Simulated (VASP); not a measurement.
Input:

```
CELL_PARAMETERS angstrom
      0.00000     2.81468     2.81468
      2.81468     0.00000     2.81468
     11.30599    11.30599    -0.04729
ATOMIC_POSITIONS crystal
  Al 0.02690 0.02690 0.97983
  Al 0.97489 0.97489 0.26883
  Al 0.99194 0.99194 0.50605
  Al 0.00884 0.00884 0.74337
  Sb 0.24498 0.24498 0.06627
  P  0.23400 0.23400 0.32450
  P  0.25070 0.25070 0.56198
  P  0.26777 0.26777 0.79917
```

These are PBEsol GGA, VASP's PBE PAW potentials (set 64) (plane waves; VASP 6.6.1) values and carry that method's errors. Run with 400 eV cut-off, Gaussian smearing of 0.050 eV, potentials Al Sb P.

Give the energies of bands 7 to 20 at the high-symmetry points, in eV from the Fermi level.

```csv
band,Γ,T,H2,L,S0,F
7,-4.50,-2.75,-6.45,-6.55,-6.45,-6.41
8,-2.52,-2.61,-5.85,-6.06,-5.85,-5.93
9,-2.52,-2.51,-4.99,-4.02,-4.98,-4.14
10,-2.25,-2.51,-4.88,-3.91,-4.87,-3.98
11,-2.25,-2.27,-4.69,-3.71,-4.72,-3.73
12,-1.94,-2.27,-4.06,-3.33,-4.06,-3.43
13,-1.94,-1.93,-3.34,-3.09,-3.38,-3.27
14,-1.41,-1.93,-3.20,-2.81,-3.17,-2.77
15,0.02,0.01,-3.00,-2.70,-3.01,-2.11
16,0.02,0.01,-2.68,-1.47,-2.66,-1.43
17,0.62,0.67,1.24,0.17,1.12,-0.07
18,0.90,0.97,1.30,0.60,1.59,0.68
19,1.06,1.37,2.02,1.44,1.67,0.87
20,2.61,2.76,2.17,1.49,2.38,0.91
```

It has no gap at this level: it comes out as a metal or semimetal.

The structure was generated: Al4P3Sb was put into an ordered model structure (R3m), which need not be its known phase. It was relaxed first.
